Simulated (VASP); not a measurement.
Here is a VASP 6.6.1 calculation.

File INCAR:

```
PREC     = Accurate       # precision mode
ENCUT    = 520            # plane-wave cutoff, eV
EDIFF    = 1E-7           # SCF threshold, eV
ISMEAR   = -1             # smearing method
SIGMA    = 0.05           # smearing width, eV
LREAL    = False          # projectors in reciprocal space
LASPH    = True           # aspherical terms in the spheres
NELM     = 80             # most SCF steps
ALGO     = Normal         # electronic algorithm
ISIF     = 2              # what is computed and relaxed
LWAVE    = False          # write WAVECAR
LCHARG   = False          # write CHGCAR
GGA      = PE             # functional
NBANDS   = 42             # bands
```

KPOINTS

```
Automatic mesh
0
Gamma
  4 4 4
```

The input POSCAR:

```
Rb4SrTe3
1.0
    7.4561400000      0.0000000000      0.0000000000
    0.0000000000      7.4561400000      0.0000000000
    0.0000000000      0.0000000000      7.4561400000
Rb Sr Te
4 1 3
Direct
    0.5003230000     -0.0008200000      0.0010410000
    0.5004180000      0.4922900000      0.5005640000
   -0.0003720000      0.0002460000      0.5013020000
    0.0045420000      0.4990490000     -0.0057190000
   -0.0030600000      0.0015970000      0.0035270000
    0.0063010000      0.4984940000      0.5021870000
    0.5064110000      0.0039270000      0.5054780000
    0.5012250000      0.5002240000     -0.0007720000
```

Potentials or basis: VASP PAW PBE potentials, release 64 (Rb_sv, Sr_sv, Te).

The run is started by

```console
$ cat potpaw_PBE.64/Rb_sv/POTCAR potpaw_PBE.64/Sr_sv/POTCAR potpaw_PBE.64/Te/POTCAR > POTCAR
$ mpirun -np 1 vasp_std > vasp.out
```

(1) What does it give for the pressure?

(2) Estimate the largest force.

## Answers

(1) 0.0 GPa.

(2) 0.122 eV/Å.
